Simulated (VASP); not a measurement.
VASP runs on Cs₂AgBiBr₆ (space group Fm-3m) share one base input (PBE GGA, plane waves, VASP's PBE PAW potentials (set 64)) and change the settings named in each case.

### POSCAR
```
Cs2AgBiBr6
1
    0.0000000000     5.6545410000     5.6545410000
    5.6545410000     0.0000000000     5.6545410000
    5.6545410000     5.6545410000     0.0000000000
Cs Ag Bi Br
2 1 1 6
Direct
  0.7500000000   0.7500000000   0.7500000000
  0.2500000000   0.2500000000   0.2500000000
  0.5000000000   0.5000000000   0.5000000000
  0.0000000000   0.0000000000   0.0000000000
  0.7491900000   0.2508100000   0.2508100000
  0.2508100000   0.7491900000   0.7491900000
  0.2508100000   0.7491900000   0.2508100000
  0.7491900000   0.2508100000   0.7491900000
  0.2508100000   0.2508100000   0.7491900000
  0.7491900000   0.7491900000   0.2508100000
```

### INCAR
```
# general
SYSTEM  = Cs2AgBiBr6
PREC    = Accurate
ENCUT   = 300
LREAL   = .FALSE.
LASPH   = .TRUE.

# electronic loop
EDIFF   = 1E-6
NELM    = 100
ALGO    = Normal
LMAXMIX = 4

# smearing
ISMEAR  = 0
SIGMA   = 0.01

# functional
GGA     = PE

# ions
ISIF    = 2

# output
LWAVE   = .FALSE.
LCHARG  = .FALSE.
```

**KPOINTS**
```
Automatic mesh
0
Gamma
3 3 3
0.5 0.5 0.5
```

POTCAR, in this order: Cs_sv Ag Bi_d Br (PBE.64 set). Program: vasp_std.

| change | E(σ→0) (eV/atom) | pressure (GPa) | largest force (eV/Å) | −TS (eV) |
|---|---|---|---|---|
| base run | -2.9555 | 1.13 | 0.197 | 0.0000 |
| EDIFF = 1E-09, ENCUT = 420, KPOINTS 5×5×5 Γ-centred mesh shifted by (0.5, 0.5, 0.5) | -2.9552 | 1.18 | 0.196 | 0.0000 |
| ENCUT = 180, ISMEAR = -1, SIGMA = 0.2 | -2.8464 | -13.52 | 0.178 | -0.0160 |
| EDIFF = 1E-03, ISMEAR = -1, SIGMA = 0.5, KPOINTS 4×4×4 Γ-centred mesh shifted by (0.5, 0.5, 0.5) | -2.9275 | (withheld) | (withheld) | (withheld) |
| ENCUT = 180, KPOINTS 6×6×6 Γ-centred mesh shifted by (0.5, 0.5, 0.5) | -2.8405 | -13.67 | 0.177 | 0.0000 |
| ENCUT = 210, GGA removed, KPOINTS 4×4×4 Γ-centred mesh shifted by (0.5, 0.5, 0.5), POTCAR Cs_sv Ag Bi_d Br (LDA.64 set) | -3.3951 | -5.64 | 0.235 | 0.0000 |
| ENCUT = 210, ISMEAR = -1, SIGMA = 0.5, KPOINTS 8×8×8 Γ-centred mesh shifted by (0.5, 0.5, 0.5) | -2.9138 | -2.20 | 0.297 | -1.0998 |

Fill in the missing entries.

- EDIFF = 1E-03, ISMEAR = -1, SIGMA = 0.5, KPOINTS 4×4×4 Γ-centred mesh shifted by (0.5, 0.5, 0.5), pressure (GPa): 1.47
- EDIFF = 1E-03, ISMEAR = -1, SIGMA = 0.5, KPOINTS 4×4×4 Γ-centred mesh shifted by (0.5, 0.5, 0.5), largest force (eV/Å): 0.330
- EDIFF = 1E-03, ISMEAR = -1, SIGMA = 0.5, KPOINTS 4×4×4 Γ-centred mesh shifted by (0.5, 0.5, 0.5), −TS (eV): -1.1140

Energies of different potentials or functionals have different zeros.  Unless said otherwise, spin-orbit coupling is left out, though it shifts the bands of the heavy elements here. At 300 eV the pressure can carry a Pulay error.

Left out are runs that ran out of time, are held back, or changed the cell or the kind of run, fixed moments of cells without a moment, rows past the twelfth, gaps on odd meshes, pressures of charged cells and columns that move by less than the noise.

The structure comes from a computed database's Cs2AgBiBr6 entry; how it stands against other phases isn't given here. The cell was not relaxed at this level, forces remain on its atoms, its lattice was scaled by up to 2.5 %.
